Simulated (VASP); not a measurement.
Here is the system:

```
W
1.0
   -1.59665     1.59665     1.59665
    1.59665    -1.59665     1.59665
    1.59665     1.59665    -1.59665
W
1
Cartesian
  0.00000   0.00000   0.00000
```

All values below come from PBE GGA with D3 dispersion (Becke-Johnson damping), VASP's PBE PAW potentials (set 64) (plane waves; VASP 6.6.1). Run with 520 eV cut-off, 16×16×16 Γ-centred mesh, first-order Methfessel-Paxton smearing of 0.10 eV, potentials W_sv.

Question: Give the stress tensor in GPa (positive for a compressed cell).

Answer: 
```
-9.37   0.00   0.00
 0.00  -9.37   0.00
 0.00   0.00  -9.37
```
The pressure is its mean diagonal, -9.37 GPa.

The compound is W in the bcc structure. This cell is one point of a volume scan, at 1.03 of the reference volume.
